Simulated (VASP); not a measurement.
# As in VASP: notebook, part 2 of 2

VASP 6.6.1. Earlier steps stand in the parts before.

## 4. Band structure, r2SCAN

Input file INCAR:

```
SYSTEM = As
PREC = Accurate
ENCUT = 520
EDIFF = 1E-7
ISMEAR = 0
SIGMA = 0.03
LREAL = .False.
LASPH = .True.
NELM = 120
ALGO = All
ISIF = 2
LWAVE = .False.
LCHARG = .False.
LDIPOL = .True.
IDIPOL = 3
DIPOL = 0.5 0.5 0.500
METAGGA = R2SCAN
LMIXTAU = .True.
NBANDS = 12
LVHAR = .True.
LVACPOTAV = .True.
AMIN = 0.01
```

Input file KPOINTS:

```
regular mesh
0
Gamma
  9 9 1
  0 0 0
```

Input file POSCAR:

```
As                                      
1.0
    3.5743069543     -0.0000000000      0.0000000000
   -1.7871534772      3.0954406238      0.0000000000
    0.0000000000      0.0000000000     19.2510060700
  As            
     2
Direct
     0.3333333300000021    0.6666666699999979    0.4635343149787431
     0.6666666699999979    0.3333333300000021    0.5364656850212568
```

Input file KPOINTS_OPT:

```
explicit points
67
Reciprocal
 0.0000000000  0.0000000000  0.0000000000 1
 0.0357142900  0.0000000000  0.0000000000 1
 0.0714285700  0.0000000000  0.0000000000 1
 0.1071428600  0.0000000000  0.0000000000 1
 0.1428571400  0.0000000000  0.0000000000 1
 0.1785714300  0.0000000000  0.0000000000 1
 0.2142857100  0.0000000000  0.0000000000 1
 0.2500000000  0.0000000000  0.0000000000 1
 0.2857142900  0.0000000000  0.0000000000 1
 0.3214285700  0.0000000000  0.0000000000 1
 0.3571428600  0.0000000000  0.0000000000 1
 0.3928571400  0.0000000000  0.0000000000 1
 0.4285714300  0.0000000000  0.0000000000 1
 0.4642857100  0.0000000000  0.0000000000 1
 0.5000000000  0.0000000000  0.0000000000 1
 0.4791666700  0.0416666700  0.0000000000 1
 0.4583333300  0.0833333300  0.0000000000 1
 0.4375000000  0.1250000000  0.0000000000 1
 0.4166666700  0.1666666700  0.0000000000 1
 0.3958333300  0.2083333300  0.0000000000 1
 0.3750000000  0.2500000000  0.0000000000 1
 0.3541666700  0.2916666700  0.0000000000 1
 0.3333333300  0.3333333300  0.0000000000 1
 0.3137254900  0.3137254900  0.0000000000 1
 0.2941176500  0.2941176500  0.0000000000 1
 0.2745098000  0.2745098000  0.0000000000 1
 0.2549019600  0.2549019600  0.0000000000 1
 0.2352941200  0.2352941200  0.0000000000 1
 0.2156862700  0.2156862700  0.0000000000 1
 0.1960784300  0.1960784300  0.0000000000 1
 0.1764705900  0.1764705900  0.0000000000 1
 0.1568627500  0.1568627500  0.0000000000 1
 0.1372549000  0.1372549000  0.0000000000 1
 0.1176470600  0.1176470600  0.0000000000 1
 0.0980392200  0.0980392200  0.0000000000 1
 0.0784313700  0.0784313700  0.0000000000 1
 0.0588235300  0.0588235300  0.0000000000 1
 0.0392156900  0.0392156900  0.0000000000 1
 0.0196078400  0.0196078400  0.0000000000 1
 0.0000000000  0.0000000000  0.0000000000 1
 0.0000000000  0.0000000000  0.0000000000 1
 0.0071841100 -0.0035920600  0.0000000000 1
-0.0071841100  0.0035920600  0.0000000000 1
 0.0209536700 -0.0104768300  0.0000000000 1
-0.0209536700  0.0104768300  0.0000000000 1
-0.0000000000  0.0062216300  0.0000000000 1
 0.0000000000 -0.0062216300  0.0000000000 1
-0.0000000000  0.0181464100  0.0000000000 1
 0.0000000000 -0.0181464100  0.0000000000 1
 0.5000000000  0.0000000000  0.0000000000 1
 0.5071841100 -0.0035920600  0.0000000000 1
 0.4928158900  0.0035920600  0.0000000000 1
 0.5209536700 -0.0104768300  0.0000000000 1
 0.4790463300  0.0104768300  0.0000000000 1
 0.5000000000  0.0062216300  0.0000000000 1
 0.5000000000 -0.0062216300  0.0000000000 1
 0.5000000000  0.0181464100  0.0000000000 1
 0.5000000000 -0.0181464100  0.0000000000 1
 0.3333333300  0.3333333300  0.0000000000 1
 0.3405174400  0.3297412700  0.0000000000 1
 0.3261492200  0.3369253900  0.0000000000 1
 0.3542870000  0.3228565000  0.0000000000 1
 0.3123796600  0.3438101600  0.0000000000 1
 0.3333333300  0.3395549600  0.0000000000 1
 0.3333333300  0.3271117000  0.0000000000 1
 0.3333333300  0.3514797400  0.0000000000 1
 0.3333333300  0.3151869200  0.0000000000 1
```

Potentials or basis: VASP PAW PBE potentials, release 64 (As).

Run with:

```sh
$ cat potpaw_PBE.64/As/POTCAR > POTCAR
$ mpirun -np 1 vasp_std > vasp.out
```

OUTCAR:

```text
SYSTEM = As
   PREC = Accurate
   ENCUT = 520
   EDIFF = 1E-7
   ISMEAR = 0
   LREAL = .False.
   LASPH = .True.
   NELM = 120
   ISIF = 2
   METAGGA = R2SCAN

 ion  position               nearest neighbor table
   1  0.333  0.667  0.464-   2 2.50   2 2.50   2 2.50
   2  0.667  0.333  0.536-   1 2.50   1 2.50   1 2.50

  LATTYP: Found a hexagonal cell.
 ALAT       =     3.5743069543
 C/A-ratio  =     5.3859409156

  Lattice vectors:

[... 360 lines left out ...]
 vacuum level on the upper side and lower side of the slab       (xc-potential included)        -0.011        -0.011

  FORCE on cell =-STRESS in cart. coord.  units (eV):
  Direction    XX          YY          ZZ          XY          YZ          ZX
  --------------------------------------------------------------------------------------
  -------------------------------------------------------------------------------------
  Total       -0.1677446     -0.1677446     -0.5851352      0.0000000     -0.0000000      0.0000000
  in kB       -1.2618023     -1.2618023     -4.4014829      0.0000000     -0.0000000      0.0000000
  external PRESSURE =      -2.3083625 kB  Pullay stress =       0.0000000 kB

 VOLUME and BASIS-vectors are now :
 -----------------------------------------------------------------------------
  energy-cutoff  :      520.00
  volume of cell :      212.99
      direct lattice vectors                 reciprocal lattice vectors
     3.574306954  0.000000000  0.000000000     0.279774517  0.161527892  0.000000000
    -1.787153477  3.095440624  0.000000000     0.000000000  0.323055785  0.000000000
     0.000000000  0.000000000 19.251006070     0.000000000  0.000000000  0.051945337

 POSITION                                       TOTAL-FORCE (eV/Angst)
 -----------------------------------------------------------------------------------
     -0.00000      2.06363      8.92350         0.000000     -0.000000      0.414873
      1.78715      1.03181     10.32750        -0.000000      0.000000     -0.414873
 -----------------------------------------------------------------------------------
    total drift:                               -0.000000      0.000000     -0.000000

  FREE ENERGIE OF THE ION-ELECTRON SYSTEM (eV)
  ---------------------------------------------------
  free  energy   TOTEN  =       -29.3748850645 eV

  energy  without entropy=      -29.3748850645  energy(sigma->0) =      -29.37488506

 vacuum level on the upper side and lower side of the slab         1.977         1.977
```

stdout:

```text
POSCAR found type information on POSCAR As
 POSCAR found :  1 types and       2 ions
 scaLAPACK will be used
 -----------------------------------------------------------------------------
|                                                                             |
|                                                                             |
|     You enforced a specific xc type in the INCAR file but a different       |
[... 32 lines left out ...]
 gam= 0.000 trial= 0.558  step=  0.3937 mean=  0.5585
 final diagonalization occupied
 Start KPOINTS_OPT (optional k-point list driver)
k-point batch [1-12\67]
k-point batch [13-24\67]
k-point batch [25-36\67]
k-point batch [37-48\67]
k-point batch [49-60\67]
k-point batch [61-67\67]
```

Wall time 5.2 min (1 thread of AMD EPYC 9R45 (Zen 5), shared host); peak memory 0.36 GiB.

Results:

```
Free energy                            : -29.3749 eV
Largest force                          : 0.415 eV/Å
Band gap on the k mesh                 : 1.83 eV, indirect (least direct gap 2.48 eV)
Band gap along the path                : 1.83 eV, indirect (least direct gap 2.48 eV)
Ionisation potential of the upper face : 5.53 eV
```

Forces on the atoms (eV/Å):
```
As   0.000  0.000  0.415
As   0.000  0.000 -0.415
```

Caveat: the PAW data sets were made with another functional, which shifts forces and pressure a little.

## 5. Summary

```tsv
level	spin	further INCAR settings	gap on the mesh (eV)
PBE+D3(BJ)	off	ALGO = Fast; EDIFF = 1e-07; NBANDS = 12	1.53
PBE+D3(BJ)	SOC, no magnetisation	ALGO = Fast; EDIFF = 1e-07; NBANDS = 24	-
r2SCAN	off	ALGO = All; EDIFF = 1e-07; NBANDS = 12	1.83
```

Alike in all rows: task band structure; potentials or basis VASP PAW PBE potentials, release 64 (As); cell as given; k mesh 9 × 9 × 1; cutoff (eV) 520; smearing gaussian 0.03 eV.

Caveats: the PAW data sets were made with another functional, which shifts forces and pressure a little (some runs).

Absolute energies hang on the potentials; compare differences alone.
